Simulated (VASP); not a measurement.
Here is the system:

```yaml
crystal:
  lattice:
    - [1.45438, -2.51907, 0.00000]
    - [1.45438, 2.51907, 0.00000]
    - [0.00000, 0.00000, 4.51782]
  atoms:
    - { symbol: Sc, position: [0.33333, 0.66667, 0.25000] }
    - { symbol: Sc, position: [0.66667, 0.33333, 0.75000] }
```

Level of theory: LDA (Ceperley-Alder, Perdew-Zunger), VASP's LDA PAW potentials (set 64) (plane waves; VASP). Run with 500 eV cut-off, 14×14×8 Γ-centred mesh, first-order Methfessel-Paxton smearing of 0.10 eV, potentials Sc_sv.

Estimate the energy per atom (σ→0), pressure, band gap (on the k-mesh) with the smallest direct gap where there is one.

```yaml
band gap (on the k-mesh): none (metal, semimetal or under 0.01 eV)
energy per atom (σ→0): -6.262 eV/atom
pressure: 30.00 GPa
```

The absolute energy has meaning only against runs of the same code, potentials and settings.

The compound is Sc in the hcp structure. It was relaxed first under an external pressure of 30 GPa.
